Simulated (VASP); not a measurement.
The system is C.

```xyz
2
Lattice="0.0000 1.7834 1.7834 1.7834 0.0000 1.7834 1.7834 1.7834 0.0000" Properties=species:S:1:pos:R:3 pbc="T T T"
C     2.6751    2.6751    2.6751
C     1.7834    1.7834    1.7834
```

This isn't the form of C at room conditions, which is graphite.

Base run:

```yaml
Program: VASP 6.6.1
Functional: PBE
Potentials_or_basis: VASP PAW PBE potentials, release 64 (C)
Cutoff: 520 eV
k_mesh: 12 × 12 × 12
Occupations: gaussian, width 0.02 eV
Spin: no spin polarisation
```

Its results: band gap on the k mesh 4.15 eV, indirect (least direct gap 5.59 eV); pressure 2.5 GPa.

Q: After a change of settings the same cell gave: band gap on the k mesh 4.34 eV, indirect (least direct gap 5.84 eV); pressure -1.3 GPa. Which change was it?
A. functional from PBE to PBE0; k mesh from 12 × 12 × 12 to 8 × 8 × 8
B. functional from PBE to LDA; potentials or basis from VASP PAW PBE potentials, release 64 (C) to VASP PAW LDA potentials, release 64 (C)
C. k mesh from 12 × 12 × 12 to 3 × 3 × 3
D. functional from PBE to r2SCAN

A: D.

r2SCAN gives the wider gap, since meta-GGAs in the generalised Kohn-Sham scheme recover part of the derivative discontinuity.

Caveats: the PAW data sets were made with another functional, which shifts forces and pressure a little (some runs).

Not every run made on this cell is shown here.
